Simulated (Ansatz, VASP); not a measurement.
## Al2Au: VASP beside Ansatz

Wanted: the spread between two codes on one cell, functional and k mesh. The cell is taken from a series of VASP runs on this material, whose earlier steps may have relaxed, scaled or displaced it; both programs get it as it stands.

Calculated with Ansatz 0.2.0; plane waves, with VASP 6.6.1 beside it; band structure at LDA.

## Step 1: The structure

The structure is cubic, space group Fm-3m (No. 225). The conventional cell has a = 5.960 Å, b = 5.960 Å, c = 5.960 Å, α = 90.00°, β = 90.00°, γ = 90.00°. Nearest to Al lie 4 Au at 2.58 Å. Au has 8 Al at 2.58 Å nearest. Farther neighbours are not listed.

## Step 2: Ansatz: band structure, LDA

Ansatz runs on its default PAW (the set named soft_2) files.

With cell and atoms fixed, the geometry can't cause a difference; cores, projectors, grids and the points listed under the comparison can.

File input.yaml:

```yaml
crystal:
  lattice:
    - [0.0, 2.9798908904, 2.9798908904]
    - [2.9798908904, 0.0, 2.9798908904]
    - [2.9798908904, 2.9798908904, 0.0]
  atoms:
    - { symbol: Al, position: [0.25, 0.25, 0.25] }
    - { symbol: Al, position: [0.75, 0.75, 0.75] }
    - { symbol: Au, position: [0.0, 0.0, 0.0] }
hamiltonian:
  xc: lda
  pseudopotentials: { kind: paw }
kpoints:
  mp_grid: { grid: [7, 7, 7] }
  band_path:
    path:
      - [0.0, 0.0, 0.0]
      - [0.16667, 0.0, 0.16667]
      - [0.33333, 0.0, 0.33333]
      - [0.5, 0.0, 0.5]
      - [0.5, 0.08333, 0.58333]
      - [0.5, 0.18333, 0.68333]
      - [0.5, 0.25, 0.75]
      - [0.45, 0.3, 0.75]
      - [0.40833, 0.34167, 0.75]
      - [0.35, 0.35, 0.7]
      - [0.225, 0.225, 0.45]
      - [0.075, 0.075, 0.15]
      - [0.03333, 0.03333, 0.03333]
      - [0.23333, 0.23333, 0.23333]
      - [0.4, 0.4, 0.4]
      - [0.51667, 0.46667, 0.51667]
      - [0.55833, 0.38333, 0.55833]
      - [0.60833, 0.28333, 0.60833]
      - [0.60833, 0.25, 0.64167]
      - [0.55833, 0.25, 0.69167]
      - [0.51667, 0.25, 0.73333]
      - [0.5, 0.3, 0.7]
      - [0.5, 0.38333, 0.61667]
      - [0.5, 0.48333, 0.51667]
      - [0.475, 0.475, 0.55]
      - [0.425, 0.425, 0.65]
      - [0.38333, 0.38333, 0.73333]
      - [0.59167, 0.18333, 0.59167]
      - [0.55, 0.1, 0.55]
      - [0.5, 0.0, 0.5]
    npoints: 1
scf:
  occupations: { method: methfessel_paxton, width: 0.2 }
  n_extra_bands: 7
output:
  forces: true
  stress: true
  eigenvalues: true
```

On the command line:

```
$ ansatz run input.yaml --threads 2 --pin off --max-ram 4608MiB --backend cpu --events-out ev --progress --plain --runs-dir out
```

Numbers of over 12 decimals in the logs are rounded to 6 here.

Output:

```text
scf.n_extra_bands = 7 over 13 filled bands (N_el = 25.0): the run solves 20 bands
Engine: ansatz 0.2.0, aarch64-unknown-linux-gnu
Pseudopotentials: kind: paw
Pseudopotential: Al, paw, valence charge 3, recommended cutoff 420 eV (normal), Al.paw.azcp
Pseudopotential: Au, paw, valence charge 19, recommended cutoff 420 eV (normal), Au.paw.azcp
Functional definition: SPW92
  exchange = slater_x
  correlation = pw_c
Crystal: 3 atoms, lattice volume = 52.921 Å³
Basis set: ecut = 420 eV, 1037 PW (Γ)
Bands: 20, of which v1, the nominal top of the filled ones, is band 13 counted from 1 (12 counted from 0)
Symmetry: 48 space group operations
Space group: Fm-3m (ITA 225), of the structure as read, at distance tolerance 3.8e-5 Å
k-points: 20 of 343
Non-local potential: Al, projectors of the file, l = 0: 2, l = 1: 2, l = 2: 1
Non-local potential: Au, projectors of the file, l = 0: 3, l = 1: 2, l = 2: 2, l = 3: 1
PAW form: soft (Blöchl's): semilocal exchange-correlation on the pseudo side does not see the compensation charge
PAW frozen core: Al, regenerated for the run's functional, and the local potential with it (the file was generated under x = pbe(κ = 0.804, μ = 0.219515), c = pbe(β = 0.066725))
PAW frozen core: Au, regenerated for the run's functional, and the local potential with it (the file was generated under x = pbe(κ = 0.804, μ = 0.219515), c = pbe(β = 0.066725))
PAW one-centre angular grid: Al, 110 points (default); XC on 64 Gauss nodes
PAW one-centre angular grid: Au, 590 points (default); XC on 64 Gauss nodes
Initial density: superposition of atomic densities (neutral atoms: chi_scale 0, normalization atom), corrected by the library's trained network
Initial wavefunctions: pseudopotential atomic-orbital guess
Functional: x = slater, c = lda
SCF iter   1: F=—  HF=-13892.202075 eV  |F-HF|=—  |Δ(HF+E_count)|=         —  Δρ=4.34e-3  dr2=5.96e-3  ethr=1.77e-3  ⟨swp⟩=5.5  Hψ=1947  notcnv=0
preconditioner: auto → none  [insulator: Δε(μ)=0.175 eV  Ē_g=11.289 eV  σ=0.200 eV  W_gap=0.55  n_scr=14 (ndim 8)  ℏωp=21.0 eV  f_vac=0.005  D(μ)=1.04/eV (n_scr^D=8)  ε∞_Penn≈4.5]
SCF iter   2: F=—  HF=-13892.201775 eV  |F-HF|=—  |Δ(HF+E_count)|=   2.99e-4  S|Δr|=    0.00e0  Δρ=2.00e-3  dr2=1.07e-3  ethr=2.38e-5  ⟨swp⟩=2.2  Hψ=706  notcnv=0
SCF iter   3: F=—  HF=-13892.201788 eV  |F-HF|=—  |Δ(HF+E_count)|=   1.25e-5  S|Δr|=    0.00e0  Δρ=3.94e-4  dr2=6.67e-5  ethr=4.30e-6  ⟨swp⟩=1.0  Hψ=354  notcnv=0
SCF iter   4: F=—  HF=-13892.201776 eV  |F-HF|=—  |Δ(HF+E_count)|=   1.22e-5  S|Δr|=    0.00e0  Δρ=3.72e-5  dr2=1.03e-6  ethr=2.67e-7  ⟨swp⟩=2.9  Hψ=605  notcnv=0
SCF iter   5: F=-13892.201775 eV  HF=-13892.201775 eV  |F-HF|=1.77e-8  |Δ(HF+E_count)|=   2.33e-7  S|Δr|=    0.00e0  Δρ=5.89e-6  dr2=2.31e-8  ethr=4.00e-10  ⟨swp⟩=8.5  Hψ=2111  notcnv=0
SCF 1 converged in 5 iterations: F = -13892.201775 eV  dr2 = 2.31e-8
  greatest PAW one-centre occupation: 1.003 electrons in one spin orbital (limit 2), on the Au atom at site 2 (counted from 0), in its partial waves of l = 0
NSCF: frozen V_eff on 30 k-points
SCF converged after 5 iterations
Stability not checked: this state was not tested for a lower state beside it, because cold or Methfessel-Paxton smearing, or corrected tetrahedra, fill the levels in a way that the test cannot read (fill_not_monotonic; see scf.lower_state_search)
Free energy (F): -13892.201775 eV
Harris-Foulkes:  -13892.201775 eV  (|F-HF|=1.77e-8)
Internal energy: -13892.201845 eV  (E = F + TS)
E sigma→0 (E₀):  -13892.201793 eV
Entropy (-TS):   0.000070 eV (0.023 meV/atom)
Fermi energy:    11.294264 eV
--- Per-component energies (eV) ---
  E_band       = -375.753528
  E_kinetic    = 652.183463
  E_local      = -2949.362044  (includes V_loc(G=0)·N_el)
  E_nonlocal   = 96.841252
  E_hartree    = 1266.460592
  E_xc         = -308.080108
  E_vxc        = -337.199796  (∫ρ·V_xc dr)
  E_paw        = -10307.084032  (= ΣΔE_a)
  E_vpaw       = -371.149217  (= ΣTr[D̂ρ^β])
  E_aug_tail   = 0.001301  (compensation charges beyond the density's cutoff)
  E_ewald      = -2343.796418
  E_core_change = 0.634151  (= ΣΔE_core)
  E_smearing   = 0.000070  (= −TS)
  E_closure    = 0.000000  (closes the sum)
  Σ components = -13892.201775   (vs F -13892.201775, Δ=0.00e0)
--- Forces (eV/Å), atoms counted from 1 ---
  atom   1  Al    -0.00000000    -0.00000000    -0.00000000
  atom   2  Al     0.00000000     0.00000000    -0.00000000
  atom   3  Au    -0.00000000     0.00000000    -0.00000000
  max |Σ_I F_I| component: 4.63e-18 eV/Å
--- Stress (GPa, compression-positive) ---
       -0.242097      -0.000000       0.000000
       -0.000000      -0.242097      -0.000000
        0.000000       0.000000      -0.242097
  P = ⅓ Tr σ = -0.2421 GPa (-2.421 kbar)
--- Band table (eV; the first three rows and the last of 20) ---
  k-point 0: bands = [... 9 lower, 5.5816, 13.5664, 14.2479, 14.2479, 14.2479, 15.3296, 15.3296, 15.3296, ... 3 higher]
  k-point 1: bands = [... 9 lower, 5.5699, 11.4859, 13.4479, 13.4479, 13.8510, 16.0729, 16.0729, 16.5423, ... 3 higher]
  k-point 2: bands = [... 9 lower, 5.5937, 8.5750, 12.4252, 12.4252, 14.2201, 15.5859, 15.5859, 15.6918, ... 3 higher]
  k-point 19: bands = [... 9 lower, 5.8796, 7.0615, 7.5487, 9.4930, 14.4076, 16.1620, 16.4434, 17.5371, ... 3 higher]
```

It took 2 s on 2 threads of Arm Neoverse N1, shared host; peak memory 0.28 GiB.

## Step 3: VASP: band structure, LDA

The same cell, functional (in two slightly different forms), mesh and smearing now go to VASP, with its own data sets and cutoff.

Lines of VASP's logs that name or quote its potential files are left out, and so is its time.

File INCAR:

```
SYSTEM = Al2Au
PREC = Accurate
ENCUT = 400
EDIFF = 1E-06
NELM = 100
ISMEAR = 1
SIGMA = 0.2
LREAL = .FALSE.
ALGO = Normal
GGA = CA
NBANDS = 21
LASPH = .TRUE.
LORBIT = 11
LWAVE = .FALSE.
LCHARG = .FALSE.
KPAR = 2
```

File POSCAR:

```
Al2Au
1.0
    0.0000000000      2.9798908904      2.9798908904
    2.9798908904      0.0000000000      2.9798908904
    2.9798908904      2.9798908904      0.0000000000
Al Au
2 1
Direct
    0.2500000000      0.2500000000      0.2500000000
    0.7500000000      0.7500000000      0.7500000000
    0.0000000000      0.0000000000      0.0000000000
```

File KPOINTS:

```
Automatic mesh
0
Gamma
7 7 7
0 0 0
```

File KPOINTS_OPT:

```
Line mode
16
Line-mode
Reciprocal
  0.00000000   0.00000000   0.00000000 GAMMA
  0.50000000   0.00000000   0.50000000 X

  0.50000000   0.00000000   0.50000000 X
  0.50000000   0.25000000   0.75000000 W

  0.50000000   0.25000000   0.75000000 W
  0.37500000   0.37500000   0.75000000 K

  0.37500000   0.37500000   0.75000000 K
  0.00000000   0.00000000   0.00000000 GAMMA

  0.00000000   0.00000000   0.00000000 GAMMA
  0.50000000   0.50000000   0.50000000 L

  0.50000000   0.50000000   0.50000000 L
  0.62500000   0.25000000   0.62500000 U

  0.62500000   0.25000000   0.62500000 U
  0.50000000   0.25000000   0.75000000 W

  0.50000000   0.25000000   0.75000000 W
  0.50000000   0.50000000   0.50000000 L

  0.50000000   0.50000000   0.50000000 L
  0.37500000   0.37500000   0.75000000 K

  0.62500000   0.25000000   0.62500000 U
  0.50000000   0.00000000   0.50000000 X
```

The projector-augmented-wave data sets are Al and Au (LDA family, release 64).

On the command line:

```
$ mpirun -np 2 vasp_std
```

Output:

```text
[banner, memory and clock lines left out]
running    2 mpi-ranks, on    1 nodes
 distrk:  each k-point on    1 cores,    2 groups
 distr:  one band on    1 cores,    1 groups

 POSCAR found type information on POSCAR AlAu
 POSCAR found :  2 types and       3 ions
 LDA part: xc-table for (Slater(with rela. corr.)+CA(PZ))
 , standard interpolation
 POSCAR, INCAR and KPOINTS ok, starting setup
 FFT: planning ... GRIDC
 FFT: planning ... GRID_SOFT
 FFT: planning ... GRID
 WAVECAR not read
 entering main loop
       N       E                     dE             d eps       ncg     rms          rms(c)
DAV:   1     0.464979106802E+02    0.46498E+02   -0.56077E+03   896   0.530E+02
DAV:   2    -0.141973078375E+02   -0.60695E+02   -0.55997E+02   958   0.134E+02
DAV:   3    -0.156418841934E+02   -0.14446E+01   -0.14336E+01  1036   0.186E+01
DAV:   4    -0.156519158966E+02   -0.10032E-01   -0.10031E-01   953   0.182E+00
DAV:   5    -0.156520513018E+02   -0.13541E-03   -0.13540E-03  1023   0.212E-01    0.931E+00
DAV:   6    -0.144221755879E+02    0.12299E+01   -0.32819E+00   930   0.162E+01    0.386E+00
DAV:   7    -0.143253695772E+02    0.96806E-01   -0.16283E-01   900   0.324E+00    0.186E+00
DAV:   8    -0.142856358670E+02    0.39734E-01   -0.22507E-02   975   0.741E-01    0.415E-01
DAV:   9    -0.142844786064E+02    0.11573E-02   -0.17291E-03   953   0.320E-01    0.208E-01
DAV:  10    -0.142844842205E+02   -0.56141E-05   -0.10140E-04   980   0.561E-02    0.300E-02
DAV:  11    -0.142844820021E+02    0.22184E-05   -0.31087E-06   980   0.119E-02    0.113E-02
DAV:  12    -0.142844819752E+02    0.26897E-07   -0.46132E-07   627   0.511E-03
   1 F= -.14284482E+02 E0= -.14284506E+02  d E =0.724324E-04
 Start KPOINTS_OPT (optional k-point list driver)
k-point batch [1-20\160]
       N       E                     dE             ncg
DAV:   1     0.207425844997E+04   -0.40376E+04      864
DAV:   2     0.899919178689E+03   -0.11743E+04      945
DAV:   3     0.872240613395E+03   -0.27679E+02     1061
DAV:   4     0.872007070693E+03   -0.23354E+00      985
DAV:   5     0.872003209975E+03   -0.38607E-02     1039
DAV:   6     0.872003130892E+03   -0.79083E-04      993
DAV:   7     0.872003129177E+03   -0.17147E-05      930
DAV:   8     0.872003129063E+03   -0.11369E-06      663
[...]
k-point batch [141-160\160]
       N       E                     dE             ncg
DAV:   1     0.192512599726E+04   -0.81782E+04      856
DAV:   2     0.746470868767E+03   -0.11787E+04      966
DAV:   3     0.722254172019E+03   -0.24217E+02     1102
DAV:   4     0.722039862134E+03   -0.21431E+00      975
DAV:   5     0.722035966176E+03   -0.38960E-02     1097
DAV:   6     0.722035879498E+03   -0.86678E-04     1046
DAV:   7     0.722035877527E+03   -0.19704E-05      977
DAV:   8     0.722035877373E+03   -0.15479E-06      696
```

Parts of OUTCAR (step 3):

```text
ion  position               nearest neighbor table
   1  0.250  0.250  0.250-   3 2.58   3 2.58   3 2.58   3 2.58   2 2.98   2 2.98   2 2.98   2 2.98
                             2 2.98   2 2.98
   2  0.750  0.750  0.750-   3 2.58   3 2.58   3 2.58   3 2.58   1 2.98   1 2.98   1 2.98   1 2.98
                             1 2.98   1 2.98
   3  0.000  0.000  0.000-   2 2.58   2 2.58   2 2.58   1 2.58   2 2.58   1 2.58   1 2.58   1 2.58

  LATTYP: Found a face centered cubic cell.
 ALAT       =     5.9597817808

 Subroutine GETGRP returns: Found 48 space group operations
 (whereof 48 operations were pure point group operations)

The static configuration has the point symmetry O_h .

 Found     20 irreducible k-points:

   k-points           NKPTS =     20   k-points in BZ     NKDIM =     20   number of bands    NBANDS=     21

   dimension x,y,z NGX =    28 NGY =   28 NGZ =   28
   dimension x,y,z NGXF=    56 NGYF=   56 NGZF=   56

   ENCUT  =  400.0 eV  29.40 Ry    5.42 a.u.   6.87  6.87  6.87*2*pi/ulx,y,z

   NELECT =      17.0000    total number of electrons

 k-points in reciprocal lattice and weights: Automatic mesh
   0.00000000  0.00000000  0.00000000       0.003
   0.14285714  0.00000000  0.00000000       0.023
   0.28571429  0.00000000  0.00000000       0.023
   0.42857143  0.00000000  0.00000000       0.023
   0.14285714  0.14285714  0.00000000       0.017
   0.28571429  0.14285714  0.00000000       0.070
   0.42857143  0.14285714  0.00000000       0.070
  -0.42857143  0.14285714  0.00000000       0.070
  -0.28571429  0.14285714  0.00000000       0.070
[...]
-0.42857143  0.42857143  0.14285714       0.070
  -0.28571429  0.42857143  0.14285714       0.070

 average (electrostatic) potential at core
       1 -70.9050       2 -70.9050       3 -67.5063

 E-fermi :   7.8169

 k-point     1 :       0.0000    0.0000    0.0000
  band No.  band energies     occupation
    ...
      2       1.0913      2.00000
      3       1.0913      2.00000
      4       1.0913      2.00000
      5       2.0798      2.00000
      6       2.0798      2.00000
      7      10.0906     -0.00000
      8      10.7879     -0.00000
      9      10.7879     -0.00000
     10      10.7879     -0.00000
     11      11.8368      0.00000
    ...

 k-point     2 :       0.1429    0.0000    0.0000
  band No.  band energies     occupation
    ...
      2       1.0091      2.00000
      3       1.1566      2.00000
      4       1.1566      2.00000
      5       2.0682      2.00000
      6       2.0682      2.00000
      7       8.0124     -0.04534
      8       9.9762     -0.00000
      9       9.9762     -0.00000
     10      10.3783     -0.00000
     11      12.5897      0.00000
    ...

 k-point     3 :       0.2857    0.0000    0.0000
  band No.  band energies     occupation
    ...
      3       1.2782      2.00000
      4       1.2782      2.00000
      5       2.0916      2.00000
      6       2.0916      2.00000
      7       5.0997      2.00000
      8       8.9509     -0.00000
      9       8.9509     -0.00000
     10      10.7468     -0.00000
     11      12.1011      0.00000
     12      12.1011      0.00000
    ...

  Total       -0.0037047     -0.0037047     -0.0037047      0.0000000      0.0000000      0.0000000
  in kB       -0.1121581     -0.1121581     -0.1121581      0.0000000      0.0000000      0.0000000
  external PRESSURE =      -0.1121581 kB  Pullay stress =       0.0000000 kB

  energy-cutoff  :      400.00
  volume of cell :       52.92
      direct lattice vectors                 reciprocal lattice vectors
     0.000000000  2.979890890  2.979890890    -0.167791378  0.167791378  0.167791378
     2.979890890  0.000000000  2.979890890     0.167791378 -0.167791378  0.167791378
     2.979890890  2.979890890  0.000000000     0.167791378  0.167791378 -0.167791378

 POSITION                                       TOTAL-FORCE (eV/Angst)
 -----------------------------------------------------------------------------------
      1.48995      1.48995      1.48995         0.000000      0.000000      0.000000
      4.46984      4.46984      4.46984        -0.000000     -0.000000     -0.000000
      0.00000      0.00000      0.00000         0.000000     -0.000000      0.000000
 -----------------------------------------------------------------------------------
    total drift:                               -0.000000     -0.000000      0.000000

  FREE ENERGIE OF THE ION-ELECTRON SYSTEM (eV)
  ---------------------------------------------------
  free  energy   TOTEN  =       -14.2844819752 eV

  energy  without entropy=      -14.2845544076  energy(sigma->0) =      -14.28450612

 total charge
# of ion       s       p       d       tot
------------------------------------------
    1        0.403   0.373   0.000   0.776
    2        0.403   0.373   0.000   0.776
    3        0.767   0.719   8.556  10.042
--------------------------------------------------
tot          1.572   1.465   8.556  11.593

[... 3 further parts left out ...]
```

This run has no spin polarisation. Its electron count is odd, so without a moment it is a metal by construction. The k-mesh is coarse for a metal. Spin-orbit coupling is off here; with elements this heavy it splits and shifts levels by tenths of an eV or more.

## Step 4: Side by side

Known differences besides the potentials themselves: the two LDA forms differ slightly; the data sets hold 25 valence electrons in Ansatz (default PAW (the set named soft_2) files) and 17 in VASP; the cutoff is 420 eV in Ansatz and 400 eV in VASP; VASP's log shows a relativistic correction to its local exchange, Ansatz's none. Total energies have different zeros and are not compared.

The two programs side by side:

| quantity | Ansatz | VASP | difference |
| --- | --- | --- | --- |
| pressure (GPa) | -0.24 | -0.01 | -0.23 |

Levels from 3 eV below to 2 eV above the Fermi level differ by 7 meV r.m.s. and 21 meV at most; each VASP level is matched to the nearest of Ansatz, which flatters the figure a little. Ansatz's pressure holds a Pulay correction of 0.05 GPa; VASP's holds none.

## Step 5: Outcome

* r.m.s. difference of levels near the Fermi level (band structure, LDA): 6.8 meV

**Reading.** The r.m.s. difference of levels near the Fermi level is 6.8 meV (band structure, LDA), within the 80 meV picked in this series as the mark of a large difference. Such differences can come from data sets, numerical settings and the points named under the comparisons, not from the functional's error against experiment.

[Lines on the potential files, build, host, timing and source positions are cut from VASP's logs without a mark.]

[Logs are printed without paths, hosts, clocks, repeated set-up lines and the standing remarks that a program may print on its own settings, such as how far it seeks lower states.]

[Hosts, paths, dates, database ids (printed as entryN), source tags and the programs' standing remarks are cut or masked in the printed files.]
